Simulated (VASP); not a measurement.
An input for Quantum ESPRESSO's pw.x (written as the equivalent of a VASP run, and not itself run):

```
&CONTROL
  calculation = 'scf'
  pseudo_dir = './pseudo'
  outdir = './out'
  tprnfor = .true.
  tstress = .true.
/
&SYSTEM
  ibrav = 0
  nat = 20
  ntyp = 3
  ecutwfc = 66
  occupations = 'smearing'
  smearing = 'fermi-dirac'
  degauss = 0.003675
  input_dft = 'pbe'
/
&ELECTRONS
  conv_thr = 7.3e-08
  electron_maxstep = 100
/
ATOMIC_SPECIES
  Ba 137.327 Ba.upf
  Zr 91.224 Zr.upf
  S 32.060 S.upf
CELL_PARAMETERS angstrom
     7.1730160    0.0000000    0.0000000
     0.0000000   10.0960460    0.0000000
     0.0000000    0.0000000    7.1017030
ATOMIC_POSITIONS crystal
  Ba   0.0430300  0.2500000  0.0087500
  Ba   0.9569700  0.7500000  0.9912500
  Ba   0.4569700  0.7500000  0.5087500
  Ba   0.5430300  0.2500000  0.4912500
  Zr   0.0000000  0.0000000  0.5000000
  Zr   0.5000000  0.0000000  0.0000000
  Zr   0.5000000  0.5000000  0.0000000
  Zr   0.0000000  0.5000000  0.5000000
  S    0.9941600  0.2500000  0.5609000
  S    0.0058400  0.7500000  0.4391000
  S    0.5058400  0.7500000  0.0609000
  S    0.4941600  0.2500000  0.9391000
  S    0.2132600  0.9681800  0.7866200
  S    0.7867400  0.0318200  0.2133800
  S    0.2867400  0.0318200  0.2866200
  S    0.7132600  0.9681800  0.7133800
  S    0.7132600  0.5318200  0.7133800
  S    0.2867400  0.4681800  0.2866200
  S    0.7867400  0.4681800  0.2133800
  S    0.2132600  0.5318200  0.7866200
K_POINTS automatic
  3 2 3 1 1 1
HUBBARD {ortho-atomic}
U Zr-4d 3
```

Write the VASP files for the same calculation (PBE+U).

This is not unique; one that fits is 
INCAR:
```
ALGO = Normal
EDIFF = 1E-6
ENCUT = 300
GGA = PE
ISIF = 2
ISMEAR = -1
LASPH = .TRUE.
LCHARG = .FALSE.
LDAU = .TRUE.
LDAUJ = 0 0 0
LDAUL = -1 2 -1
LDAUTYPE = 2
LDAUU = 0 3.0 0
LMAXMIX = 4
LREAL = Auto
LWAVE = .FALSE.
NELM = 100
PREC = Accurate
SIGMA = 0.05
SYSTEM = BaZrS3
```

### KPOINTS
```
Automatic mesh
0
Gamma
3 2 3
0.5 0.5 0.5
```

**POSCAR**
```
BaZrS3
1
    7.1730160000     0.0000000000     0.0000000000
    0.0000000000    10.0960460000     0.0000000000
    0.0000000000     0.0000000000     7.1017030000
Ba Zr S
4 4 12
Direct
  0.0430300000   0.2500000000   0.0087500000
  0.9569700000   0.7500000000   0.9912500000
  0.4569700000   0.7500000000   0.5087500000
  0.5430300000   0.2500000000   0.4912500000
  0.0000000000   0.0000000000   0.5000000000
  0.5000000000   0.0000000000   0.0000000000
  0.5000000000   0.5000000000   0.0000000000
  0.0000000000   0.5000000000   0.5000000000
  0.9941600000   0.2500000000   0.5609000000
  0.0058400000   0.7500000000   0.4391000000
  0.5058400000   0.7500000000   0.0609000000
  0.4941600000   0.2500000000   0.9391000000
  0.2132600000   0.9681800000   0.7866200000
  0.7867400000   0.0318200000   0.2133800000
  0.2867400000   0.0318200000   0.2866200000
  0.7132600000   0.9681800000   0.7133800000
  0.7132600000   0.5318200000   0.7133800000
  0.2867400000   0.4681800000   0.2866200000
  0.7867400000   0.4681800000   0.2133800000
  0.2132600000   0.5318200000   0.7866200000
```

POTCAR, in this order: Ba_sv Zr_sv S (PBE.64 set). Program: vasp_std.

The two are equivalent in intent, not identical: the potentials are each code's own (VASP's PAW set, PseudoDojo norm-conserving files in pw.x), so ENCUT and ecutwfc are chosen apart and not converted; conv_thr bounds pw.x's estimated SCF error, while EDIFF bounds the energy change between steps; the +U projectors differ (PAW spheres against orthogonalised atomic orbitals), so the same U acts differently.

The structure comes from a computed database's BaZrS3 entry; how it stands against other phases isn't given here. The cell was not relaxed at this level. The run is one of a series of settings (LDAU = .TRUE., LDAUJ = 0 0 0, LDAUL = -1 2 -1, LDAUTYPE = 2, LDAUU = 0 3.0 0 against the base run), some of them coarse on purpose.
